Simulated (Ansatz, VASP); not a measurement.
# LiF (Griceite) in two plane-wave programs

One calculation is typed for both programs; each brings its own data sets. How far apart do they land? The cell is taken from a series of runs on this material, whose earlier steps may have relaxed, scaled, displaced or heated it; both programs get it as it stands.

Method: plane waves, with VASP 6.6.1 beside it; zone-centre phonons at LDA, in Ansatz 0.2.0.

## Step 1: Starting point

Symmetry: Fm-3m, No. 225, cubic system. The conventional cell has a = 3.772 Å, b = 3.772 Å, c = 3.772 Å, α = 90.00°, β = 90.00°, γ = 90.00°. Nearest to Li lie 6 F at 1.89 Å. Nearest to F lie 6 Li at 1.89 Å. Farther neighbours and most contacts between anions are not listed.

Coordinates:

```xyz
2
Lattice="0.0000 1.8862 1.8862 1.8862 0.0000 1.8862 1.8862 1.8862 0.0000" Properties=species:S:1:pos:R:3 pbc="T T T"
Li    0.0000    0.0000    0.0000
F     1.8862    1.8862    1.8862
```

## Step 2: VASP: zone-centre phonons, LDA, pair 1

Second derivatives magnify differences that forces hide, and they need a tight electronic threshold.

Lines of VASP's logs that name or quote its potential files are left out, and so is its time.

INCAR

```
SYSTEM = LiF
PREC = Accurate
ENCUT = 750
EDIFF = 1E-08
NELM = 120
ISMEAR = 0
SIGMA = 0.01
LREAL = .FALSE.
ALGO = Normal
GGA = CA
NBANDS = 11
LORBIT = 11
LWAVE = .FALSE.
LCHARG = .FALSE.
ISIF = 2
IBRION = 8
LEPSILON = .TRUE.
LASPH = .TRUE.
GGA_COMPAT = .FALSE.
EFERMI = MIDGAP
KPAR = 2
```

POSCAR

```
LiF
1.0
    0.0000000000      1.8862050846      1.8862050846
    1.8862050846      0.0000000000      1.8862050846
    1.8862050846      1.8862050846      0.0000000000
Li F
1 1
Direct
    0.0000000000      0.0000000000      0.0000000000
    0.5000000000      0.5000000000      0.5000000000
```

KPOINTS

```
Automatic mesh
0
Gamma
12 12 12
0 0 0
```

PAW data sets: Li_sv and F (LDA family, release 64).

Launch:

```
$ mpirun -np 2 vasp_std
```

Numbers of over 12 decimals in the logs are rounded to 6 here.

Log:

```text
[banner, memory and clock lines left out]
running    2 mpi-ranks, on    1 nodes
 distrk:  each k-point on    1 cores,    2 groups
 distr:  one band on    1 cores,    1 groups

 POSCAR found type information on POSCAR LiF
 POSCAR found :  2 types and       2 ions
 LDA part: xc-table for (Slater(with rela. corr.)+CA(PZ))
 , standard interpolation
 POSCAR, INCAR and KPOINTS ok, starting setup
 FFT: planning ... GRIDC
 FFT: planning ... GRID_SOFT
 FFT: planning ... GRID
 WAVECAR not read
 entering main loop
       N       E                     dE             d eps       ncg     rms          rms(c)
DAV:   1     0.430295672265E+02    0.43030E+02   -0.70910E+03  1616   0.122E+03
DAV:   2    -0.956252444934E+01   -0.52592E+02   -0.51589E+02  1859   0.240E+02
DAV:   3    -0.109395664166E+02   -0.13770E+01   -0.13713E+01  1984   0.347E+01
DAV:   4    -0.109549824057E+02   -0.15416E-01   -0.15414E-01  1927   0.382E+00
DAV:   5    -0.109551084850E+02   -0.12608E-03   -0.12608E-03  2053   0.257E-01    0.428E+00
DAV:   6    -0.104699551543E+02    0.48515E+00   -0.21249E+00  1851   0.102E+01    0.125E+00
DAV:   7    -0.104603826842E+02    0.95725E-02   -0.20712E-02  2109   0.132E+00    0.782E-01
DAV:   8    -0.104560902417E+02    0.42924E-02   -0.80485E-03  2156   0.105E+00    0.934E-02
DAV:   9    -0.104560675567E+02    0.22685E-04   -0.76668E-04  1829   0.291E-01    0.376E-02
DAV:  10    -0.104560782145E+02   -0.10658E-04   -0.28654E-05  1868   0.478E-02    0.670E-03
DAV:  11    -0.104560778514E+02    0.36310E-06   -0.14324E-06  2014   0.148E-02    0.126E-03
DAV:  12    -0.104560778522E+02   -0.76909E-09   -0.25325E-07  2180   0.371E-03    0.861E-04
DAV:  13    -0.104560778392E+02    0.12955E-07   -0.25792E-08  1820   0.162E-03    0.186E-04
DAV:  14    -0.104560778384E+02    0.84401E-09   -0.16833E-09  1167   0.510E-04
   1 F= -.10456078E+02 E0= -.10456078E+02  d E =0.000000E+00
 Linear response reoptimize wavefunctions to high precision
DAV:   1    -0.104560778383E+02    0.78671E-10   -0.88252E-10  1716   0.249E-04
 Linear response G [H, r] |phi>, progress :
  Direction:   1
       N       E                     dE             d eps       ncg     rms
RMM:   1    -0.319762576034E+02   -0.31976E+02    0.37077E+02  2183   0.199E+02
RMM:   2    -0.337757401760E+02   -0.17995E+01   -0.11410E+01  3255   0.266E+01
RMM:   3    -0.339682325450E+02   -0.19249E+00   -0.73725E-01  3558   0.587E+00
RMM:   4    -0.340096506797E+02   -0.41418E-01   -0.93098E-02  3596   0.202E+00
RMM:   5    -0.340155558291E+02   -0.59051E-02   -0.11891E-02  3640   0.719E-01
RMM:   6    -0.340164409092E+02   -0.88508E-03   -0.16869E-03  3553   0.260E-01
RMM:   7    -0.340165819355E+02   -0.14103E-03   -0.25670E-04  3566   0.978E-02
RMM:   8    -0.340166063425E+02   -0.24407E-04   -0.31391E-05  3562   0.390E-02
RMM:   9    -0.340166104719E+02   -0.41294E-05   -0.29061E-05  3552   0.169E-02
RMM:  10    -0.340166116081E+02   -0.11362E-05   -0.46019E-04  3556   0.849E-03
RMM:  11    -0.340166110956E+02    0.51253E-06   -0.22425E-04  3592   0.520E-03
RMM:  12    -0.340166113216E+02   -0.22606E-06   -0.43866E-04  3514   0.391E-03
RMM:  13    -0.340166024607E+02    0.88609E-05   -0.48759E-03  3343   0.341E-03
RMM:  14    -0.340166075350E+02   -0.50743E-05    0.12712E-03  3084   0.315E-03
RMM:  15    -0.340166069538E+02    0.58125E-06    0.20919E-03  2936   0.304E-03
RMM:  16    -0.340166078242E+02   -0.87047E-06    0.75688E-04  2808   0.299E-03
RMM:  17    -0.340166068526E+02    0.97165E-06    0.12549E-03  2697   0.297E-03
 Linear response G [H, r] |phi>, progress :
  Direction:   2
       N       E                     dE             d eps       ncg     rms
RMM:   1    -0.353533326992E+02   -0.35353E+02    0.11051E+02  2222   0.151E+02
RMM:   2    -0.364771621226E+02   -0.11238E+01   -0.79699E+00  3149   0.243E+01
RMM:   3    -0.366229409326E+02   -0.14578E+00   -0.47448E-01  3547   0.532E+00
RMM:   4    -0.366562884885E+02   -0.33348E-01   -0.70411E-02  3589   0.188E+00
RMM:   5    -0.366623145387E+02   -0.60261E-02   -0.11490E-02  3641   0.702E-01
RMM:   6    -0.366633418372E+02   -0.10273E-02   -0.19748E-03  3557   0.275E-01
RMM:   7    -0.366635273725E+02   -0.18554E-03   -0.36136E-04  3593   0.109E-01
RMM:   8    -0.366635614284E+02   -0.34056E-04   -0.79844E-05  3620   0.448E-02
RMM:   9    -0.366635681796E+02   -0.67512E-05   -0.29991E-05  3611   0.197E-02
RMM:  10    -0.366635697167E+02   -0.15371E-05    0.62175E-05  3583   0.978E-03
RMM:  11    -0.366635689865E+02    0.73025E-06   -0.37374E-04  3586   0.580E-03
RMM:  12    -0.366635712547E+02   -0.22683E-05   -0.16275E-03  3497   0.416E-03
RMM:  13    -0.366635763489E+02   -0.50941E-05   -0.30861E-03  3293   0.349E-03
RMM:  14    -0.366635764204E+02   -0.71510E-07   -0.44821E-03  3100   0.321E-03
RMM:  15    -0.366635732028E+02    0.32176E-05   -0.25079E-03  2904   0.307E-03
RMM:  16    -0.366635727987E+02    0.40410E-06   -0.18304E-03  2780   0.301E-03
[...]
RMM:   8    -0.533542980473E-01   -0.78892E-07   -0.16770E-07  3319   0.156E-03
RMM:   9    -0.533543093810E-01   -0.11334E-07    0.90001E-08  3187   0.673E-04
RMM:  10    -0.533543119715E-01   -0.25905E-08   -0.39658E-07  3031   0.310E-04
RMM:  11    -0.533543124393E-01   -0.46783E-09   -0.13342E-06  2786   0.175E-04
RMM:  12    -0.533543107214E-01    0.17179E-08   -0.85376E-07  2418   0.116E-04
[...]
RMM:  11    -0.451457062990E-01    0.94584E-07   -0.25849E-06  6533   0.301E-04    0.716E-06
 change of polarisation eV/A/(eV/A) component  1 :     0.085     0.015     0.005
 dielectric tensor                  component  1 :     2.143     0.197     0.073
 Linear response to external field, progress :
  Direction:   2
       N       E                     dE             d eps       ncg     rms          rms(c)
RMM:   1    -0.426290242794E-01   -0.42629E-01   -0.95251E-02  7802   0.176E+00
RMM:   2    -0.436087098174E-01   -0.97969E-03   -0.40280E-03  7211   0.466E-01    0.331E-01
RMM:   3    -0.432431194188E-01    0.36559E-03   -0.11693E-03  6976   0.260E-01    0.194E-01
RMM:   4    -0.449147415148E-01   -0.16716E-02   -0.77846E-04  6925   0.254E-01    0.152E-02
RMM:   5    -0.451368118412E-01   -0.22207E-03   -0.89842E-05  7673   0.672E-02    0.454E-03
RMM:   6    -0.451436606355E-01   -0.68488E-05   -0.21473E-05  7654   0.234E-02    0.102E-03
RMM:   7    -0.451445060317E-01   -0.84540E-06   -0.32503E-06  7915   0.896E-03    0.202E-04
RMM:   8    -0.451470967819E-01   -0.25908E-05   -0.71412E-07  7822   0.353E-03    0.131E-04
RMM:   9    -0.451450703238E-01    0.20265E-05   -0.20973E-06  7739   0.150E-03    0.795E-05
RMM:  10    -0.451458665463E-01   -0.79622E-06   -0.26369E-06  7395   0.635E-04    0.187E-05
RMM:  11    -0.451457544257E-01    0.11212E-06   -0.24704E-06  6582   0.298E-04    0.815E-06
 change of polarisation eV/A/(eV/A) component  2 :     0.010     0.085    -0.001
 dielectric tensor                  component  2 :     0.139     2.143    -0.019
 Linear response to external field, progress :
  Direction:   3
       N       E                     dE             d eps       ncg     rms          rms(c)
RMM:   1    -0.426289500697E-01   -0.42629E-01   -0.95250E-02  7802   0.176E+00
RMM:   2    -0.436087527264E-01   -0.97980E-03   -0.40286E-03  7211   0.466E-01    0.331E-01
RMM:   3    -0.432431440218E-01    0.36561E-03   -0.11693E-03  6975   0.260E-01    0.194E-01
RMM:   4    -0.449147479822E-01   -0.16716E-02   -0.77847E-04  6922   0.254E-01    0.152E-02
RMM:   5    -0.451368297109E-01   -0.22208E-03   -0.89844E-05  7673   0.672E-02    0.454E-03
RMM:   6    -0.451436593311E-01   -0.68296E-05   -0.21467E-05  7652   0.234E-02    0.102E-03
RMM:   7    -0.451445077389E-01   -0.84841E-06   -0.32484E-06  7907   0.896E-03    0.202E-04
RMM:   8    -0.451470947414E-01   -0.25870E-05   -0.65048E-07  7829   0.353E-03    0.131E-04
RMM:   9    -0.451450792759E-01    0.20155E-05   -0.11111E-06  7750   0.150E-03    0.775E-05
RMM:  10    -0.451458712106E-01   -0.79193E-06   -0.15943E-06  7399   0.637E-04    0.190E-05
RMM:  11    -0.451457674281E-01    0.10378E-06   -0.15176E-06  6520   0.296E-04    0.895E-06
 change of polarisation eV/A/(eV/A) component  3 :     0.000     0.007     0.085
 dielectric tensor                  component  3 :     0.004     0.100     2.143
 Linear response DOF=           2
 Linear response progress:
  Degree of freedom:   1/  2
       N       E                     dE             d eps       ncg     rms          rms(c)
RMM:   1    -0.175049604372E+00   -0.17505E+00    0.24638E+00  4688   0.168E+01
RMM:   2    -0.180962060337E+00   -0.59125E-02   -0.16782E-02  6188   0.112E+00    0.395E-02
RMM:   3    -0.181038204989E+00   -0.76145E-04   -0.11489E-03  7498   0.240E-01    0.209E-02
RMM:   4    -0.181053675478E+00   -0.15470E-04   -0.26742E-04  7587   0.974E-02    0.291E-03
RMM:   5    -0.181079692860E+00   -0.26017E-04   -0.87844E-05  7749   0.431E-02    0.869E-04
RMM:   6    -0.181092606995E+00   -0.12914E-04   -0.34587E-05  7785   0.212E-02    0.560E-04
RMM:   7    -0.181105483435E+00   -0.12876E-04   -0.13412E-05  7726   0.113E-02    0.185E-04
RMM:   8    -0.181109104152E+00   -0.36207E-05   -0.97548E-05  7991   0.685E-03    0.354E-05
RMM:   9    -0.181110232947E+00   -0.11288E-05   -0.76737E-05  8153   0.455E-03    0.235E-05
RMM:  10    -0.181111329329E+00   -0.10964E-05   -0.52049E-05  8039   0.322E-03    0.107E-05
RMM:  11    -0.181111284297E+00    0.45032E-07   -0.36273E-05  8300   0.241E-03    0.257E-05
RMM:  12    -0.181111212534E+00    0.71763E-07   -0.26483E-05  8308   0.186E-03    0.438E-05
RMM:  13    -0.181111762009E+00   -0.54947E-06   -0.19494E-05  7544   0.149E-03    0.362E-05
RMM:  14    -0.181111681258E+00    0.80751E-07   -0.15293E-05  8151   0.120E-03    0.467E-05
RMM:  15    -0.181111669437E+00    0.11820E-07   -0.11940E-05  8065   0.987E-04    0.538E-05
RMM:  16    -0.181111811160E+00   -0.14172E-06   -0.95403E-06  7412   0.833E-04    0.526E-05
RMM:  17    -0.181111805765E+00    0.53944E-08   -0.77083E-06  7233   0.713E-04    0.563E-05
RMM:  18    -0.181111805980E+00   -0.21524E-09   -0.63902E-06  6341   0.623E-04    0.590E-05
 first order change of Fermi-energy   0.19882E-03
 force on displaced ion       1 direction 1 :  -3.655   0.000   0.000
 Born effective charge ion    1 direction 1 :   1.026   0.000   0.000
 Linear response progress:
  Degree of freedom:   2/  2
       N       E                     dE             d eps       ncg     rms          rms(c)
RMM:   1    -0.511547166720E+00   -0.51155E+00    0.48659E-01  6837   0.482E+00
RMM:   2    -0.504229752181E+00    0.73174E-02   -0.70588E-03  6485   0.750E-01    0.987E-02
RMM:   3    -0.505942749493E+00   -0.17130E-02   -0.85150E-04  6953   0.218E-01    0.529E-02
RMM:   4    -0.508044917153E+00   -0.21022E-02   -0.27833E-04  6647   0.128E-01    0.106E-02
RMM:   5    -0.508239063236E+00   -0.19415E-03   -0.25753E-05  7507   0.377E-02    0.254E-03
RMM:   6    -0.508145762679E+00    0.93301E-04   -0.35956E-06  7207   0.133E-02    0.751E-04
RMM:   7    -0.508136541243E+00    0.92214E-05   -0.52446E-07  7690   0.477E-03    0.113E-04
RMM:   8    -0.508134328104E+00    0.22131E-05   -0.12127E-07  7815   0.190E-03    0.442E-05
RMM:   9    -0.508133082342E+00    0.12458E-05   -0.66066E-08  7875   0.887E-04    0.758E-06
RMM:  10    -0.508132872600E+00    0.20974E-06   -0.64383E-08  8065   0.503E-04    0.219E-06
RMM:  11    -0.508132840894E+00    0.31706E-07   -0.99898E-08  8136   0.363E-04    0.163E-06
RMM:  12    -0.508132817274E+00    0.23620E-07   -0.57728E-08  8144   0.309E-04    0.643E-07
RMM:  13    -0.508132810762E+00    0.65114E-08   -0.29819E-08  7647   0.288E-04    0.290E-07
 first order change of Fermi-energy   0.16292E-02
 force on displaced ion       2 direction 1 :  -3.625   0.000   0.000
 Born effective charge ion    2 direction 1 :  -1.025   0.000   0.000
 Born effective charges drift removed
 Linear response finished
```

From OUTCAR (step 2):

```text
ion  position               nearest neighbor table
   1  0.000  0.000  0.000-   2 1.89   2 1.89   2 1.89   2 1.89   2 1.89   2 1.89
   2  0.500  0.500  0.500-   1 1.89   1 1.89   1 1.89   1 1.89   1 1.89   1 1.89

  LATTYP: Found a face centered cubic cell.
 ALAT       =     3.7724101692

 Subroutine GETGRP returns: Found 48 space group operations
 (whereof 48 operations were pure point group operations)

The static configuration has the point symmetry O_h .

 Found     72 irreducible k-points:

   k-points           NKPTS =     72   k-points in BZ     NKDIM =     72   number of bands    NBANDS=     11

   dimension x,y,z NGX =    24 NGY =   24 NGZ =   24
   dimension x,y,z NGXF=    48 NGYF=   48 NGZF=   48

   ENCUT  =  750.0 eV  55.12 Ry    7.42 a.u.   5.96  5.96  5.96*2*pi/ulx,y,z

   NELECT =      10.0000    total number of electrons

 k-points in reciprocal lattice and weights: Automatic mesh
   0.00000000  0.00000000  0.00000000       0.001
   0.08333333  0.00000000  0.00000000       0.005
   0.16666667  0.00000000  0.00000000       0.005
   0.25000000  0.00000000  0.00000000       0.005
   0.33333333  0.00000000  0.00000000       0.005
   0.41666667  0.00000000  0.00000000       0.005
   0.50000000  0.00000000  0.00000000       0.002
   0.08333333  0.08333333  0.00000000       0.003
   0.16666667  0.08333333  0.00000000       0.014
[...]
-0.33333333  0.50000000  0.16666667       0.007
  -0.25000000  0.50000000  0.25000000       0.003

 average (electrostatic) potential at core
       1 -61.9870       2 -75.4862

  Total        0.9243438      0.9243438      0.9243438      0.0000000     -0.0000000     -0.0000000
  in kB      110.3436638    110.3436638    110.3436638      0.0000000     -0.0000000     -0.0000000
  external PRESSURE =     110.3436638 kB  Pullay stress =       0.0000000 kB

  energy-cutoff  :      750.00
  volume of cell :       13.42
      direct lattice vectors                 reciprocal lattice vectors
     0.000000000  1.886205085  1.886205085    -0.265082522  0.265082522  0.265082522
     1.886205085  0.000000000  1.886205085     0.265082522 -0.265082522  0.265082522
     1.886205085  1.886205085  0.000000000     0.265082522  0.265082522 -0.265082522

 POSITION                                       TOTAL-FORCE (eV/Angst)
 -----------------------------------------------------------------------------------
      0.00000      0.00000      0.00000         0.000000      0.000000     -0.000000
      1.88621      1.88621      1.88621        -0.000000     -0.000000      0.000000
 -----------------------------------------------------------------------------------
    total drift:                               -0.000000     -0.000000      0.000000

 MACROSCOPIC STATIC DIELECTRIC TENSOR (including local field effects in DFT)
 ------------------------------------------------------
           2.142948    -0.000000     0.000000
           0.000000     2.142948     0.000000
           0.000000    -0.000000     2.142948
 ------------------------------------------------------

 PIEZOELECTRIC TENSOR (including local field effects)  for field in x, y, z        (C/m^2)
          XX          YY          ZZ          XY          YZ          ZX
  --------------------------------------------------------------------------------
  x     0.00000     0.00000     0.00000     0.00000     0.00000     0.00000
  y     0.00000     0.00000     0.00000     0.00000     0.00000     0.00000
  z     0.00000     0.00000     0.00000     0.00000     0.00000     0.00000

 BORN EFFECTIVE CHARGES (including local field effects) (in |e|, cummulative output)
 ---------------------------------------------------------------------------------
 ion    1
    1     1.02558    -0.00000     0.00000
    2     0.00000     1.02558     0.00000
    3     0.00000     0.00000     1.02558
 ion    2
    1    -1.02558     0.00000     0.00000
    2    -0.00000    -1.02558     0.00000
    3     0.00000     0.00000    -1.02558

 Eigenvectors and eigenvalues of the dynamical matrix
 ----------------------------------------------------

   1 f  =   13.193488 THz    82.897131 2PiTHz  440.087393 cm-1    54.563858 meV
             X         Y         Z           dx          dy          dz
      0.000000  0.000000  0.000000     0.855613    0.000000    0.000000
      1.886205  1.886205  1.886205    -0.517616    0.000000    0.000000

   2 f  =   13.193488 THz    82.897131 2PiTHz  440.087393 cm-1    54.563858 meV
             X         Y         Z           dx          dy          dz
      0.000000  0.000000  0.000000    -0.000000   -0.855613   -0.000000
      1.886205  1.886205  1.886205    -0.000000    0.517616    0.000000

   3 f  =   13.193488 THz    82.897131 2PiTHz  440.087393 cm-1    54.563858 meV
             X         Y         Z           dx          dy          dz
      0.000000  0.000000  0.000000    -0.000000   -0.000000    0.855613
      1.886205  1.886205  1.886205    -0.000000   -0.000000   -0.517616

   4 f/i=    0.023895 THz     0.150138 2PiTHz    0.797060 cm-1     0.098823 meV
             X         Y         Z           dx          dy          dz
      0.000000  0.000000  0.000000     0.233492    0.182630   -0.424328
      1.886205  1.886205  1.886205     0.385959    0.301885   -0.701409

   5 f/i=    0.023895 THz     0.150138 2PiTHz    0.797060 cm-1     0.098823 meV
             X         Y         Z           dx          dy          dz
      0.000000  0.000000  0.000000     0.024054   -0.479611   -0.193187
      1.886205  1.886205  1.886205     0.039761   -0.792791   -0.319336

   6 f/i=    0.023895 THz     0.150138 2PiTHz    0.797060 cm-1     0.098823 meV
             X         Y         Z           dx          dy          dz
      0.000000  0.000000  0.000000     0.461335   -0.067426    0.224835
      1.886205  1.886205  1.886205     0.762580   -0.111454    0.371649

 MACROSCOPIC STATIC DIELECTRIC TENSOR IONIC CONTRIBUTION
 ------------------------------------------------------
           3.895678     0.000000     0.000000
           0.000000     3.895678     0.000000
           0.000000     0.000000     3.895678
 ------------------------------------------------------

 ELASTIC MODULI CONTR FROM IONIC RELAXATION (kBar)
 Direction    XX          YY          ZZ          XY          YZ          ZX
 --------------------------------------------------------------------------------
 XX           0.0000      0.0000      0.0000      0.0000      0.0000      0.0000
 YY           0.0000      0.0000      0.0000      0.0000      0.0000      0.0000
 ZZ           0.0000      0.0000      0.0000      0.0000      0.0000      0.0000
 XY           0.0000      0.0000      0.0000      0.0000      0.0000      0.0000
 YZ           0.0000      0.0000      0.0000      0.0000      0.0000      0.0000
 ZX           0.0000      0.0000      0.0000      0.0000      0.0000      0.0000
 --------------------------------------------------------------------------------

 PIEZOELECTRIC TENSOR IONIC CONTR  for field in x, y, z        (C/m^2)
          XX          YY          ZZ          XY          YZ          ZX
  --------------------------------------------------------------------------------
  x     0.00000     0.00000     0.00000     0.00000     0.00000     0.00000
  y     0.00000     0.00000     0.00000     0.00000     0.00000     0.00000
  z     0.00000     0.00000     0.00000     0.00000     0.00000     0.00000
```

[end of part 1 of 3]

[Lines on the potential files, build, host, timing and source positions are cut from VASP's logs without a mark.]

[Logs are printed without paths, hosts, clocks, repeated set-up lines and the standing remarks that a program may print on its own settings, such as how far it seeks lower states.]

[Hosts, paths, dates, database ids (printed as entryN), source tags and the programs' standing remarks are cut or masked in the printed files.]
